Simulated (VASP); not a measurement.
Here is the system:

```
Os
1.0
    0.00000     1.91708     1.91708
    1.91708     0.00000     1.91708
    1.91708     1.91708     0.00000
Os
1
Direct
  0.00000   0.00000   0.00000
```

Method: r2SCAN meta-GGA with spin-orbit coupling, VASP's PBE PAW potentials (set 64) (plane waves; VASP). Numerical set-up: 400 eV cut-off, 15×15×15 Γ-centred mesh, Gaussian smearing of 0.050 eV, potentials Os.

Problem. Predict the energy per atom (σ→0), band gap (over mesh and band path) with the smallest direct gap where there is one.

Solution. 
```json
{
  "band gap (over mesh and band path)": "none (metal, semimetal or under 0.01 eV)",
  "energy per atom (σ→0)": "-53.188 eV/atom"
}
```

The absolute energy has meaning only against runs of the same code, potentials and settings.

The structure comes from a measured Os entry (Fm-3m) of the Crystallography Open Database, whose conditions weren't checked. It was relaxed first.
